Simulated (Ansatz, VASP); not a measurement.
# TiAl47 (Ti in Al(100), 2x2) in two plane-wave programs, part 2 of 2

One calculation is typed for both programs; each brings its own data sets. How far apart do they land? Of the first pair: The structure shown is the start of the Ansatz relaxation below; VASP solves that cell, so the two are compared at the walk's first step.

VASP 6.6.1 and Ansatz 0.2.0.

So far: Set-up; Ansatz: relaxation, PBE.

### Step 3. VASP: single point, PBE, start cell, pair 1

Level of this step: PBE; plane waves and PAW (Al, Ti_sv) (VASP).

The same cell, functional, mesh and smearing now go to VASP, with its own data sets.

Lines of VASP's logs that name or quote its potential files are left out, and so is its time.

INCAR

```
SYSTEM = TiAl47
PREC = Accurate
ENCUT = 400
EDIFF = 1E-06
NELM = 120
ISMEAR = -1
SIGMA = 0.1
LREAL = Auto
ALGO = Normal
GGA = PE
NBANDS = 112
LASPH = .TRUE.
LORBIT = 11
LWAVE = .FALSE.
LCHARG = .FALSE.
ISIF = 2
GGA_COMPAT = .FALSE.
KPAR = 4
```

POSCAR

```
TiAl47
1.0
    5.7246940741      0.0000000000      0.0000000000
    0.0000000000      5.7246940741      0.0000000000
    0.0000000000      0.0000000000     24.2878200000
Al Ti
47 1
Direct
    0.0000000000      0.0000000000      0.0416666461
    0.0000000000      0.5000000000      0.0416666461
    0.5000000000      0.0000000000      0.0416666461
    0.5000000000      0.5000000000      0.0416666461
    0.2500000032      0.2500000032      0.1250000001
    0.2500000032      0.7499999968      0.1250000001
    0.7499999968      0.2500000032      0.1250000001
    0.7499999968      0.7499999968      0.1250000001
    0.0000000000      0.0000000000      0.2083332922
    0.0000000000      0.5000000000      0.2083332922
    0.5000000000      0.0000000000      0.2083332922
    0.5000000000      0.5000000000      0.2083332922
    0.2500000032      0.2500000032      0.2916666667
    0.2500000032      0.7499999968      0.2916666667
    0.7499999968      0.2500000032      0.2916666667
    0.7499999968      0.7499999968      0.2916666667
    0.0000000000      0.0000000000      0.3750000001
    0.0000000000      0.5000000000      0.3750000001
    0.5000000000      0.0000000000      0.3750000001
    0.5000000000      0.5000000000      0.3750000001
    0.2500000032      0.2500000032      0.4583332922
    0.2500000032      0.7499999968      0.4583332922
    0.7499999968      0.2500000032      0.4583332922
    0.7499999968      0.7499999968      0.4583332922
    0.0000000000      0.5000000000      0.5416666461
    0.5000000000      0.0000000000      0.5416666461
    0.5000000000      0.5000000000      0.5416666461
    0.2500000032      0.2500000032      0.6250000001
    0.2500000032      0.7499999968      0.6250000001
    0.7499999968      0.2500000032      0.6250000001
    0.7499999968      0.7499999968      0.6250000001
    0.0000000000      0.0000000000      0.7083332922
    0.0000000000      0.5000000000      0.7083332922
    0.5000000000      0.0000000000      0.7083332922
    0.5000000000      0.5000000000      0.7083332922
    0.2500000032      0.2500000032      0.7916666255
    0.2500000032      0.7499999968      0.7916666255
    0.7499999968      0.2500000032      0.7916666255
    0.7499999968      0.7499999968      0.7916666255
    0.0000000000      0.0000000000      0.8750000001
    0.0000000000      0.5000000000      0.8750000001
    0.5000000000      0.0000000000      0.8750000001
    0.5000000000      0.5000000000      0.8750000001
    0.2500000032      0.2500000032      0.9583332922
    0.2500000032      0.7499999968      0.9583332922
    0.7499999968      0.2500000032      0.9583332922
    0.7499999968      0.7499999968      0.9583332922
    0.0000000000      0.0000000000      0.5416666461
```

KPOINTS

```
Automatic mesh
0
Gamma
4 4 1
0 0 0
```

PAW data sets: Al and Ti_sv (PBE family, release 64).

Command:

```
mpirun -np 8 vasp_std
```

Numbers of over 12 decimals in the logs are rounded to 6 here.

Output:

```text
[banner, memory and clock lines left out]
running    8 mpi-ranks, on    1 nodes
[...]
|                                                                             |
|           W    W    AA    RRRRR   N    N  II  N    N   GGGG   !!!           |
|           W    W   A  A   R    R  NN   N  II  NN   N  G    G  !!!           |
|           W    W  A    A  R    R  N N  N  II  N N  N  G       !!!           |
|           W WW W  AAAAAA  RRRRR   N  N N  II  N  N N  G  GGG   !            |
|           WW  WW  A    A  R   R   N   NN  II  N   NN  G    G                |
|           W    W  A    A  R    R  N    N  II  N    N   GGGG   !!!           |
|                                                                             |
|     For optimal performance we recommend to set                             |
|       NCORE = 2 up to number-of-cores-per-socket                            |
|     NCORE specifies how many cores store one orbital (NPAR=cpu/NCORE).      |
|     This setting can greatly improve the performance of VASP for DFT.       |
|     The default, NCORE=1 might be grossly inefficient on modern             |
|     multi-core architectures or massively parallel machines. Do your        |
|     Unfortunately you need to use the default for GW and RPA                |
|     calculations (for HF NCORE is supported but not extensively tested      |
|     yet).                                                                   |
|                                                                             |

 LDA part: xc-table for (Slater+PW92), standard interpolation
 POSCAR, INCAR and KPOINTS ok, starting setup
[...]
entering main loop
       N       E                     dE             d eps       ncg     rms          rms(c)
DAV:   1     0.264904414215E+03    0.26490E+03   -0.46766E+04  1400   0.911E+02
DAV:   2    -0.153553676255E+03   -0.41846E+03   -0.39105E+03  1592   0.154E+02
DAV:   3    -0.186492828974E+03   -0.32939E+02   -0.31642E+02  1816   0.387E+01
DAV:   4    -0.188385968331E+03   -0.18931E+01   -0.18775E+01  1952   0.829E+00
[...]
DAV:  25    -0.185151367099E+03    0.68665E-05   -0.42544E-06  1496   0.505E-03    0.882E-02
DAV:  26    -0.185151355274E+03    0.11825E-04   -0.33424E-05  1752   0.157E-02    0.403E-02
DAV:  27    -0.185151354759E+03    0.51508E-06   -0.37520E-06  1640   0.492E-03
   1 F= -.18515135E+03 E0= -.18477700E+03  d E =-.748706E+00
```

OUTCAR, selected parts (step 3):

```text
  Total       -3.0177359     -3.0177359     -1.9402607      0.0000000      0.0000000      0.0000000
  in kB       -6.0743347     -6.0743347     -3.9055084      0.0000000      0.0000000      0.0000000
  external PRESSURE =      -5.3513926 kB  Pullay stress =       0.0000000 kB

 POSITION                                       TOTAL-FORCE (eV/Angst)
 -----------------------------------------------------------------------------------
      0.00000      0.00000      1.01199        -0.000000     -0.000000      0.000000
      0.00000      2.86235      1.01199        -0.000000     -0.000000      0.000000
      2.86235      0.00000      1.01199        -0.000000     -0.000000      0.000000
      2.86235      2.86235      1.01199        -0.000000     -0.000000      0.000000
      1.43117      1.43117      3.03598        -0.044129     -0.044129      0.001239
      1.43117      4.29352      3.03598        -0.044129      0.044129      0.001239
      4.29352      1.43117      3.03598         0.044129     -0.044129      0.001239
      4.29352      4.29352      3.03598         0.044129      0.044129      0.001239
      0.00000      0.00000      5.05996        -0.000000     -0.000000     -0.088221
      0.00000      2.86235      5.05996        -0.000000     -0.000000     -0.005969
      2.86235      0.00000      5.05996        -0.000000     -0.000000     -0.005969
      2.86235      2.86235      5.05996        -0.000000     -0.000000      0.004946
      1.43117      1.43117      7.08395        -0.031672     -0.031672      0.028154
      1.43117      4.29352      7.08395        -0.031672      0.031672      0.028154
[...]
-----------------------------------------------------------------------------------
    total drift:                               -0.000000     -0.000000     -0.000024

  FREE ENERGIE OF THE ION-ELECTRON SYSTEM (eV)
  ---------------------------------------------------
  free  energy   TOTEN  =      -185.1513547590 eV

  energy  without entropy=     -184.4026488581  energy(sigma->0) =     -184.77700181

[... 1 further part left out ...]
```

The run ends at a pressure of -0.54 GPa, with forces up to 0.088 eV/Å.

### Step 4. Comparison

Known differences besides the potentials themselves: the cutoff is 420 eV in Ansatz and 400 eV in VASP (PREC = Accurate, projectors in real space). Total energies have different zeros and are not compared.

Forces on 7 of the 48 atoms, those with the largest forces and the largest differences (eV/Å; atoms numbered as in POSCAR):

| atom | Ansatz x, y, z | VASP x, y, z |
| --- | --- | --- |
| Al9 | 0.000, 0.000, -0.087 | 0.000, 0.000, -0.088 |
| Al23 | 0.027, -0.027, 0.070 | 0.025, -0.025, 0.068 |
| Al28 | -0.027, -0.027, -0.070 | -0.025, -0.025, -0.068 |
| Al29 | -0.027, 0.027, -0.070 | -0.025, 0.025, -0.068 |
| Al30 | 0.027, -0.027, -0.070 | 0.025, -0.025, -0.068 |
| Al31 | 0.027, 0.027, -0.070 | 0.025, 0.025, -0.068 |
| Al40 | 0.000, 0.000, 0.087 | 0.000, 0.000, 0.088 |

The forces differ by 0.9 meV/Å r.m.s., which is 2.9 % of the r.m.s. force of 0.030 eV/Å (both taken over all components). VASP's last cycles still show a density residual of 4e-03, so its state may not be settled.

### Step 5. Ansatz: relaxation, PBE

This run makes the geometry at which the two programs are then compared.

The structure compared here is the end of the Ansatz relaxation.

input.yaml

```yaml
crystal:
  lattice:
    - [5.7246940741, 0.0, 0.0]
    - [0.0, 5.7246940741, 0.0]
    - [0.0, 0.0, 24.28782]
  atoms:
    - { symbol: Al, position: [0.0, 0.0, 0.0416666667] }
    - { symbol: Al, position: [0.0, 0.5, 0.0416666667] }
    - { symbol: Al, position: [0.5, 0.0, 0.0416666667] }
    - { symbol: Al, position: [0.5, 0.5, 0.0416666667] }
    - { symbol: Al, position: [0.25, 0.25, 0.125] }
    - { symbol: Al, position: [0.25, 0.75, 0.125] }
    - { symbol: Al, position: [0.75, 0.25, 0.125] }
    - { symbol: Al, position: [0.75, 0.75, 0.125] }
    - { symbol: Al, position: [0.0, 0.0, 0.2083333333] }
    - { symbol: Al, position: [0.0, 0.5, 0.2083333333] }
    - { symbol: Al, position: [0.5, 0.0, 0.2083333333] }
    - { symbol: Al, position: [0.5, 0.5, 0.2083333333] }
    - { symbol: Al, position: [0.25, 0.25, 0.2916666667] }
    - { symbol: Al, position: [0.25, 0.75, 0.2916666667] }
    - { symbol: Al, position: [0.75, 0.25, 0.2916666667] }
    - { symbol: Al, position: [0.75, 0.75, 0.2916666667] }
    - { symbol: Al, position: [0.0, 0.0, 0.375] }
    - { symbol: Al, position: [0.0, 0.5, 0.375] }
    - { symbol: Al, position: [0.5, 0.0, 0.375] }
    - { symbol: Al, position: [0.5, 0.5, 0.375] }
    - { symbol: Al, position: [0.25, 0.25, 0.4583333333] }
    - { symbol: Al, position: [0.25, 0.75, 0.4583333333] }
    - { symbol: Al, position: [0.75, 0.25, 0.4583333333] }
    - { symbol: Al, position: [0.75, 0.75, 0.4583333333] }
    - { symbol: Ti, position: [0.0, 0.0, 0.5416666667] }
    - { symbol: Al, position: [0.0, 0.5, 0.5416666667] }
    - { symbol: Al, position: [0.5, 0.0, 0.5416666667] }
    - { symbol: Al, position: [0.5, 0.5, 0.5416666667] }
    - { symbol: Al, position: [0.25, 0.25, 0.625] }
    - { symbol: Al, position: [0.25, 0.75, 0.625] }
    - { symbol: Al, position: [0.75, 0.25, 0.625] }
    - { symbol: Al, position: [0.75, 0.75, 0.625] }
    - { symbol: Al, position: [0.0, 0.0, 0.7083333333] }
    - { symbol: Al, position: [0.0, 0.5, 0.7083333333] }
    - { symbol: Al, position: [0.5, 0.0, 0.7083333333] }
    - { symbol: Al, position: [0.5, 0.5, 0.7083333333] }
    - { symbol: Al, position: [0.25, 0.25, 0.7916666667] }
    - { symbol: Al, position: [0.25, 0.75, 0.7916666667] }
    - { symbol: Al, position: [0.75, 0.25, 0.7916666667] }
    - { symbol: Al, position: [0.75, 0.75, 0.7916666667] }
    - { symbol: Al, position: [0.0, 0.0, 0.875] }
    - { symbol: Al, position: [0.0, 0.5, 0.875] }
    - { symbol: Al, position: [0.5, 0.0, 0.875] }
    - { symbol: Al, position: [0.5, 0.5, 0.875] }
    - { symbol: Al, position: [0.25, 0.25, 0.9583333333] }
    - { symbol: Al, position: [0.25, 0.75, 0.9583333333] }
    - { symbol: Al, position: [0.75, 0.25, 0.9583333333] }
    - { symbol: Al, position: [0.75, 0.75, 0.9583333333] }
kpoints:
  mp_grid: { grid: [4, 4, 1] }
hamiltonian:
  xc: pbe
  pseudopotentials: { kind: paw, azcp: { folder: soft_1 } }
scf:
  occupations: { method: fermi_dirac, width: 0.1 }
relax:
  f_tol: 0.03
  max_steps: 40
  constraints:
    - { sites: [0, 1, 2, 3, 4, 5, 6, 7, 8, 9, 10, 11, 36, 37, 38, 39, 40, 41, 42, 43, 44, 45, 46, 47] }
```

Command:

```
ansatz run input.yaml --threads 4 --pin off --max-ram 15360MiB --backend cpu --events-out ev --progress --plain --runs-dir out
```

Output:

```text
[...]
Crystal: 48 atoms, lattice volume = 795.963 Å³
Basis set: ecut = 420 eV, 15629 PW (Γ), exchange–correlation on 80×80×360 points (8 copies of the dense FFT grid, shifted against one another)
Bands: 125, of which v1, the nominal top of the filled ones, is band 77 counted from 1 (76 counted from 0)
Symmetry: 8 space group operations
k-points: 6 of 16
[...]
- { symbol: Al, position: [0.250000, 0.750000, 0.125000] }
    - { symbol: Al, position: [0.750000, 0.250000, 0.125000] }
    - { symbol: Al, position: [0.750000, 0.750000, 0.125000] }
[...]
- { symbol: Ti, position: [0, 0.0, 0.541899] }
[...]
- { symbol: Al, position: [0.250000, 0.250000, 0.958333] }
    - { symbol: Al, position: [0.250000, 0.750000, 0.958333] }
    - { symbol: Al, position: [0.750000, 0.250000, 0.958333] }
    - { symbol: Al, position: [0.750000, 0.750000, 0.958333] }
[key lines of the parts left out:]
SCF converged after 6 iterations
Free energy (F): -27763.586778 eV
Fermi energy:    7.917069 eV
```

### Step 6. VASP: single point, PBE, relaxed cell, pair 2

The same cell, functional, mesh and smearing now go to VASP, with its own data sets.

INCAR is that of step 3.

POSCAR

```
TiAl47
1.0
    5.7246940741      0.0000000000      0.0000000000
    0.0000000000      5.7246940741      0.0000000000
    0.0000000000      0.0000000000     24.2878200000
Al Ti
47 1
Direct
    0.0000000000      0.0000000000      0.0416666667
    0.0000000000      0.5000000000      0.0416666667
    0.5000000000      0.0000000000      0.0416666667
    0.5000000000      0.5000000000      0.0416666667
    0.2500000000      0.2500000000      0.1250000000
    0.2500000000      0.7500000000      0.1250000000
    0.7500000000      0.2500000000      0.1250000000
    0.7500000000      0.7500000000      0.1250000000
    0.0000000000      0.0000000000      0.2083333333
    0.0000000000      0.5000000000      0.2083333333
    0.5000000000      0.0000000000      0.2083333333
    0.5000000000      0.5000000000      0.2083333333
    0.2489093255      0.2489093255      0.2922606795
    0.2489093255      0.7510906745      0.2922606795
    0.7510906745      0.2489093255      0.2922606795
    0.7510906745      0.7510906745      0.2922606795
    0.0000000000      0.0000000000      0.3758685800
    0.0000000000      0.5000000000      0.3757666779
    0.5000000000      0.0000000000      0.3757666779
    0.5000000000      0.5000000000      0.3750710009
    0.2493695494      0.2493695494      0.4594744320
    0.2493695494      0.7506304506      0.4594744320
    0.7506304506      0.2493695494      0.4594744320
    0.7506304506      0.7506304506      0.4594744320
    0.0000000000      0.5000000000      0.5419064876
    0.5000000000      0.0000000000      0.5419064876
    0.5000000000      0.5000000000      0.5419142061
    0.2493064667      0.2493064667      0.6243508193
    0.2493064667      0.7506935333      0.6243508193
    0.7506935333      0.2493064667      0.6243508193
    0.7506935333      0.7506935333      0.6243508193
    0.0000000000      0.0000000000      0.7081353249
    0.0000000000      0.5000000000      0.7080960514
    0.5000000000      0.0000000000      0.7080960514
    0.5000000000      0.5000000000      0.7086505536
    0.2500000000      0.2500000000      0.7916666667
    0.2500000000      0.7500000000      0.7916666667
    0.7500000000      0.2500000000      0.7916666667
    0.7500000000      0.7500000000      0.7916666667
    0.0000000000      0.0000000000      0.8750000000
    0.0000000000      0.5000000000      0.8750000000
    0.5000000000      0.0000000000      0.8750000000
    0.5000000000      0.5000000000      0.8750000000
    0.2500000000      0.2500000000      0.9583333333
    0.2500000000      0.7500000000      0.9583333333
    0.7500000000      0.2500000000      0.9583333333
    0.7500000000      0.7500000000      0.9583333333
    0.0000000000      0.0000000000      0.5418987725
```

KPOINTS is that of step 3.

Command:

```
mpirun -np 8 vasp_std
```

Output:

```text
[banner, memory and clock lines left out]
running    8 mpi-ranks, on    1 nodes
[...]
[... a notice as in an earlier step ...]

 LDA part: xc-table for (Slater+PW92), standard interpolation
 POSCAR, INCAR and KPOINTS ok, starting setup
[...]
entering main loop
       N       E                     dE             d eps       ncg     rms          rms(c)
DAV:   1     0.265177334418E+03    0.26518E+03   -0.46770E+04  1400   0.911E+02
DAV:   2    -0.153495907248E+03   -0.41867E+03   -0.39124E+03  1592   0.154E+02
DAV:   3    -0.186417448530E+03   -0.32922E+02   -0.31626E+02  1816   0.387E+01
DAV:   4    -0.188302361674E+03   -0.18849E+01   -0.18692E+01  1960   0.828E+00
[...]
DAV:  18    -0.185156830736E+03    0.73994E-04   -0.17340E-04  1680   0.348E-02    0.605E-02
DAV:  19    -0.185156796689E+03    0.34047E-04   -0.83054E-05  1832   0.275E-02    0.256E-02
DAV:  20    -0.185156796299E+03    0.39016E-06   -0.83677E-06  1720   0.706E-03
   1 F= -.18515680E+03 E0= -.18478202E+03  d E =-.749561E+00
```

From OUTCAR (step 6):

```text
  Total       -2.8630461     -2.8630461     -1.8968159      0.0000000     -0.0000000      0.0000000
  in kB       -5.7629628     -5.7629628     -3.8180592      0.0000000     -0.0000000      0.0000000
  external PRESSURE =      -5.1146616 kB  Pullay stress =       0.0000000 kB

 POSITION                                       TOTAL-FORCE (eV/Angst)
 -----------------------------------------------------------------------------------
      0.00000      0.00000      1.01199        -0.000000      0.000000      0.004845
      0.00000      2.86235      1.01199        -0.000000      0.000000      0.006066
      2.86235      0.00000      1.01199        -0.000000      0.000000      0.006066
      2.86235      2.86235      1.01199        -0.000000      0.000000      0.005849
      1.43117      1.43117      3.03598        -0.042936     -0.042936     -0.000100
      1.43117      4.29352      3.03598        -0.042936      0.042936     -0.000100
      4.29352      1.43117      3.03598         0.042936     -0.042936     -0.000100
      4.29352      4.29352      3.03598         0.042936      0.042936     -0.000100
      0.00000      0.00000      5.05996        -0.000000      0.000000     -0.070463
      0.00000      2.86235      5.05996        -0.000000      0.000000      0.036602
      2.86235      0.00000      5.05996        -0.000000      0.000000      0.036602
      2.86235      2.86235      5.05996        -0.000000      0.000000      0.067326
      1.42493      1.42493      7.09837         0.003376      0.003376     -0.005845
      1.42493      4.29976      7.09837         0.003376     -0.003376     -0.005845
[...]
-----------------------------------------------------------------------------------
    total drift:                               -0.000000     -0.000000      0.003639

  FREE ENERGIE OF THE ION-ELECTRON SYSTEM (eV)
  ---------------------------------------------------
  free  energy   TOTEN  =      -185.1567962993 eV

  energy  without entropy=     -184.4072357097  energy(sigma->0) =     -184.78201600

[... 1 part as in an earlier step ...]
```

The run ends at a pressure of -0.51 GPa, with forces up to 0.081 eV/Å.

### Step 7. Comparison

Forces on 10 of the 48 atoms, those with the largest forces and the largest differences (eV/Å; atoms numbered as in POSCAR):

| atom | Ansatz x, y, z | VASP x, y, z |
| --- | --- | --- |
| Al9 | 0.000, 0.000, -0.069 | 0.000, 0.000, -0.070 |
| Al12 | 0.000, 0.000, 0.068 | 0.000, 0.000, 0.067 |
| Al28 | 0.018, 0.018, 0.020 | 0.020, 0.020, 0.024 |
| Al30 | -0.018, 0.018, 0.020 | -0.020, 0.020, 0.024 |
| Al31 | -0.018, -0.018, 0.020 | -0.020, -0.020, 0.024 |
| Al40 | 0.000, 0.000, 0.080 | 0.000, 0.000, 0.081 |
| Al44 | -0.044, -0.044, 0.000 | -0.044, -0.044, -0.001 |
| Al45 | -0.044, 0.044, 0.000 | -0.044, 0.044, -0.001 |
| Al46 | 0.044, -0.044, 0.000 | 0.044, -0.044, -0.001 |
| Al47 | 0.044, 0.044, 0.000 | 0.044, 0.044, -0.001 |

The forces differ by 0.9 meV/Å r.m.s., which is 4.1 % of the r.m.s. force of 0.023 eV/Å (both taken over all components). VASP's last cycles still show a density residual of 3e-03, so its state may not be settled.

### Step 8. Summary of results

| Quantity | Value |
| --- | --- |
| r.m.s. force difference (single point, PBE, start cell, pair 1) | 0.86 meV/Å |
| r.m.s. force difference (single point, PBE, relaxed cell, pair 2) | 0.94 meV/Å |

In words: The r.m.s. force difference is 0.94 meV/Å (single point, PBE, relaxed cell, pair 2), within the 12 meV/Å picked in this series as the mark of a large difference. Such differences can come from data sets, numerical settings and the points named under the comparisons, not from the functional's error against experiment.

[Lines on the potential files, build, host, timing and source positions are cut from VASP's logs without a mark.]

[Logs are printed without paths, hosts, clocks, repeated set-up lines and the standing remarks that a program may print on its own settings, such as how far it seeks lower states.]

[Hosts, paths, dates, database ids (printed as entryN), source tags and the programs' standing remarks are cut or masked in the printed files.]
